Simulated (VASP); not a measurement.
Consider the following.

```xyz
2
Lattice="3.6553 0.0000 0.0000 0.0000 3.6553 0.0000 0.0000 0.0000 3.6553" Properties=species:S:1:pos:R:3 pbc="T T T"
Tl     1.8277     1.8277     1.8277
Se     0.0000     0.0000     0.0000
```

Method: PBEsol GGA, VASP's PBE PAW potentials (set 64) (plane waves; VASP). Settings: 400 eV cut-off, Gaussian smearing of 0.050 eV, potentials Tl_d Se.

### Question
Give the energies of bands 7 to 12 at the high-symmetry points, in eV from the Fermi level.

### Answer

```tsv
band	Γ	X	M	R
7	-4.45	-7.14	-4.46	-2.73
8	-1.15	0.09	-4.16	-2.01
9	-1.15	0.09	-4.16	-2.01
10	-1.15	1.45	0.20	-2.01
11	6.16	1.76	5.97	0.82
12	6.16	5.53	5.97	0.82
```

It has no gap at this level: it comes out as a metal or semimetal.

The structure comes from a computed database's TlSe entry (Pm-3m); how it stands against other phases isn't given here. It was relaxed first, which changed the volume by -8 %. The electron count is odd and the run is not spin-polarised, which forces a metal.
